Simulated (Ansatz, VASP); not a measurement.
# Cross-check of TiB2 between VASP and Ansatz, part 2 of 2

Aim: how closely do two programs agree when they are given the same cell, functional and k mesh? The structure shown is the end of the Ansatz relaxation below.

VASP 6.6.1 and Ansatz 0.2.0.

So far. Step 3 (VASP: single point, PBEsol, pair 1): The run ends at a pressure of 12.10 GPa.

### 6. VASP: single point, PBEsol, pair 2

Level of this step: PBEsol; plane waves and PAW (B, Ti_sv) (VASP).

The same cell, functional, mesh and smearing now go to VASP, with its own data sets.

The input, INCAR:

```
SYSTEM = TiB2
PREC = Accurate
ENCUT = 500
EDIFF = 1E-06
NELM = 120
ISMEAR = 1
SIGMA = 0.2
LREAL = .FALSE.
ALGO = Normal
GGA = PS
NBANDS = 15
LASPH = .TRUE.
LORBIT = 11
LWAVE = .FALSE.
LCHARG = .FALSE.
ISIF = 2
GGA_COMPAT = .FALSE.
KPAR = 2
```

The input, POSCAR:

```
TiB2
1.0
    2.9256541195      0.0000000000      0.0000000000
   -1.4628270598      2.5336907902      0.0000000000
    0.0000000000      0.0000000000      3.0484396181
B Ti
2 1
Direct
    0.3333333333      0.6666666667      0.5000000000
    0.6666666667      0.3333333333      0.5000000000
    0.0000000000      0.0000000000      0.0000000000
```

The input, KPOINTS:

```
Automatic mesh
0
Gamma
15 15 16
0 0 0
```

The projector-augmented-wave data sets are B and Ti_sv (PBE family, release 64).

Command:

```
> mpirun -np 2 vasp_std
```

Numbers of over 12 decimals in the logs are rounded to 6 here.

The log of the run:

```text
[banner, memory and clock lines left out]
running    2 mpi-ranks, on    1 nodes
[...]
[... a notice as in an earlier step ...]

 LDA part: xc-table for (Slater+PW92), standard interpolation
 POSCAR, INCAR and KPOINTS ok, starting setup
[...]
entering main loop
       N       E                     dE             d eps       ncg     rms          rms(c)
DAV:   1     0.122522981466E+03    0.12252E+03   -0.89793E+03  7305   0.137E+03
DAV:   2    -0.234261805131E+02   -0.14595E+03   -0.14144E+03  7675   0.360E+02
DAV:   3    -0.304820349537E+02   -0.70559E+01   -0.69558E+01 10078   0.782E+01
DAV:   4    -0.306748311881E+02   -0.19280E+00   -0.19268E+00  9215   0.113E+01
[...]
DAV:  11    -0.255386026457E+02    0.23821E-03   -0.55593E-04  9639   0.306E-01    0.672E-02
DAV:  12    -0.255385960319E+02    0.66138E-05   -0.50784E-05  9080   0.793E-02    0.119E-02
DAV:  13    -0.255385960535E+02   -0.21546E-07   -0.54611E-06  8298   0.255E-02
   1 F= -.25538596E+02 E0= -.25538641E+02  d E =0.134333E-03
```

OUTCAR, selected parts (step 6):

```text
  Total        4.8756473      4.8756473      4.8416637     -0.0000000     -0.0000000      0.0000000
  in kB      345.6914748    345.6914748    343.2819816     -0.0000000     -0.0000000      0.0000000
  external PRESSURE =     344.8883104 kB  Pullay stress =       0.0000000 kB

 POSITION                                       TOTAL-FORCE (eV/Angst)
 -----------------------------------------------------------------------------------
     -0.00000      1.68913      1.52422        -0.000000      0.000000     -0.000000
      1.46283      0.84456      1.52422         0.000000     -0.000000      0.000000
      0.00000      0.00000      0.00000         0.000000      0.000000      0.000000
 -----------------------------------------------------------------------------------
    total drift:                               -0.000000      0.000000      0.000000

  FREE ENERGIE OF THE ION-ELECTRON SYSTEM (eV)
  ---------------------------------------------------
  free  energy   TOTEN  =       -25.5385960535 eV

  energy  without entropy=      -25.5387303863  energy(sigma->0) =      -25.53864083

[... 1 part as in an earlier step ...]

[... 2 further parts left out ...]
[key lines of the parts left out:]
E-fermi :  11.3718
```

The run ends at a pressure of 34.49 GPa.

### 7. Side by side

Compared:

```
      quantity  Ansatz   VASP  difference
pressure (GPa)   34.07  34.49       -0.42
```

### 8. Ansatz: relaxation, PBEsol

This run makes the geometry at which the two programs are then compared. The cell compared in this pair holds 23.10 Å³, against 22.60 Å³ for the pair before.

The structure compared here is the end of the Ansatz relaxation.

The input, input.yaml:

```yaml
crystal:
  lattice:
    - [2.942237945, 0.0, 0.0]
    - [-1.4711189725, 2.5480528044, 0.0]
    - [0.0, 0.0, 3.0811532023]
  atoms:
    - { symbol: B, position: [0.3333333333, 0.6666666667, 0.5] }
    - { symbol: B, position: [0.6666666667, 0.3333333333, 0.5] }
    - { symbol: Ti, position: [0.0, 0.0, 0.0] }
kpoints:
  mp_grid: { grid: [15, 15, 16] }
hamiltonian:
  xc: pbesol
  pseudopotentials: { kind: paw, azcp: { folder: soft_1 }, xc_functional: pbe }
scf:
  occupations: { method: methfessel_paxton, width: 0.2 }
output:
  forces: true
  stress: true
  eigenvalues: true
relax:
  adjacent_minimum: "off"
  f_tol: 0.001
  max_steps: 60
  cell: { stress_tol: 0.01, fix: [volume] }
```

Command:

```
> ansatz run input.yaml --threads 4 --pin off --max-ram 10240MiB --backend cpu --events-out ev --progress --plain --runs-dir out
```

The log of the run:

```text
[...]
Crystal: 3 atoms, lattice volume = 23.099 Å³
Basis set: ecut = 420 eV, 443 PW (Γ), exchange–correlation on 40×40×48 points (8 copies of the dense FFT grid, shifted against one another)
Bands: 13, of which v1, the nominal top of the filled ones, is band 9 counted from 1 (8 counted from 0)
Symmetry: 24 space group operations
[...]
k-points: 243 of 3600
[...]
k-point 242: bands = [... 5 lower, 7.7757, 10.8850, 13.3922, 13.3922, 19.8068, 21.9085, 21.9085, 21.9823]
--- Relaxed structure (3 steps of the walk, 3 accepted, 1 SCFs on fresh bases) ---
[...]
cell:  # Å, volume = 23.0993 Å³
    - [2.944709, 0.0, 0.0]
    - [-1.472355, 2.550193, 0.0]
    - [0.0, 0.0, 3.075984]
  atoms:
    - { symbol: B, position: [0.333333, 0.666667, 0.500000] }
    - { symbol: B, position: [0.666667, 0.333333, 0.500000] }
    - { symbol: Ti, position: [0, 0, 0.0] }
[key lines of the parts left out:]
SCF converged after 4 iterations
Free energy (F): -2782.477719 eV
Fermi energy:    16.790627 eV
P = ⅓ Tr σ = 25.8397 GPa (258.397 kbar)
```

### 9. VASP: single point, PBEsol, pair 3

The same cell, functional, mesh and smearing now go to VASP, with its own data sets.

INCAR is that of step 6.

The input, POSCAR:

```
TiB2
1.0
    2.9447090013      0.0000000000      0.0000000000
   -1.4723545007      2.5501928019      0.0000000000
    0.0000000000      0.0000000000      3.0759842648
B Ti
2 1
Direct
    0.3333333333      0.6666666667      0.5000000000
    0.6666666667      0.3333333333      0.5000000000
    0.0000000000      0.0000000000      0.0000000000
```

KPOINTS is that of step 6.

Command:

```
> mpirun -np 2 vasp_std
```

The log of the run:

```text
[... set-up lines as in an earlier step ...]
 entering main loop
       N       E                     dE             d eps       ncg     rms          rms(c)
DAV:   1     0.121472810404E+03    0.12147E+03   -0.89607E+03  7298   0.136E+03
DAV:   2    -0.236835809623E+02   -0.14516E+03   -0.14007E+03  7780   0.356E+02
DAV:   3    -0.305749875462E+02   -0.68914E+01   -0.68213E+01 10200   0.771E+01
DAV:   4    -0.307491150618E+02   -0.17413E+00   -0.17399E+00  9069   0.109E+01
[...]
DAV:  11    -0.256339732453E+02    0.24755E-03   -0.53332E-04  9521   0.290E-01    0.675E-02
DAV:  12    -0.256339645032E+02    0.87421E-05   -0.52320E-05  9309   0.814E-02    0.167E-02
DAV:  13    -0.256339646176E+02   -0.11443E-06   -0.55946E-06  8187   0.238E-02
   1 F= -.25633965E+02 E0= -.25633997E+02  d E =0.959486E-04
```

Parts of OUTCAR (step 9):

```text
  Total        3.7995070      3.7995070      3.7683986     -0.0000000     -0.0000000     -0.0000000
  in kB      263.5350095    263.5350095    261.3773218     -0.0000000     -0.0000000     -0.0000000
  external PRESSURE =     262.8157803 kB  Pullay stress =       0.0000000 kB

 POSITION                                       TOTAL-FORCE (eV/Angst)
 -----------------------------------------------------------------------------------
     -0.00000      1.70013      1.53799        -0.000000      0.000000      0.000000
      1.47235      0.85006      1.53799         0.000000     -0.000000     -0.000000
      0.00000      0.00000      0.00000        -0.000000     -0.000000      0.000000
 -----------------------------------------------------------------------------------
    total drift:                               -0.000000      0.000000      0.000000

  FREE ENERGIE OF THE ION-ELECTRON SYSTEM (eV)
  ---------------------------------------------------
  free  energy   TOTEN  =       -25.6339646176 eV

  energy  without entropy=      -25.6340605663  energy(sigma->0) =      -25.63399660

[... 1 part as in an earlier step ...]

[... 2 further parts left out ...]
[key lines of the parts left out:]
E-fermi :  11.1164
```

The run ends at a pressure of 26.28 GPa.

### 10. Side by side

Both answers:

```
      quantity  Ansatz   VASP  difference
pressure (GPa)   25.84  26.28       -0.44
```

### 11. Results

| Property | Result |
| --- | --- |
| difference in pressure (single point, PBEsol, pair 1) | -0.45 GPa |
| difference in pressure (single point, PBEsol, pair 2) | -0.42 GPa |
| difference in pressure (single point, PBEsol, pair 3) | -0.44 GPa |

**Reading.** The difference in pressure is -0.45 GPa (single point, PBEsol, pair 1), within the 1 GPa picked in this series as the mark of a large difference. 5 further runs of this series are not shown here. Such differences can come from data sets, numerical settings and the points named under the comparisons, not from the functional's error against experiment.

[Lines on the potential files, build, host, timing and source positions are cut from VASP's logs without a mark.]

[Logs are printed without paths, hosts, clocks, repeated set-up lines and the standing remarks that a program may print on its own settings, such as how far it seeks lower states.]

[Hosts, paths, dates, database ids (printed as entryN), source tags and the programs' standing remarks are cut or masked in the printed files.]
